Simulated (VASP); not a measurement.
Data:

```
CELL_PARAMETERS angstrom
     -2.60548     2.60548     2.60548
      2.60548    -2.60548     2.60548
      2.60548     2.60548    -2.60548
ATOMIC_POSITIONS crystal
  K  0.00000 0.00000 0.00000
```

All values below come from PBEsol GGA, VASP's PBE PAW potentials (set 64) (plane waves; VASP). Run with 520 eV cut-off, Gaussian smearing of 0.050 eV, potentials K_sv.

**Question.** Give the energies of bands 5 to 7 at the high-symmetry points, in eV from the Fermi level.

**Answer.** 
| band | Γ | H | N | P |
|---|---|---|---|---|
| 5 | -2.25 | 1.62 | 0.41 | 1.45 |
| 6 | 4.30 | 1.62 | 0.67 | 1.45 |
| 7 | 4.30 | 3.54 | 3.14 | 1.45 |

It has no gap at this level: it comes out as a metal or semimetal.

The compound is K in the bcc structure. It was relaxed first.
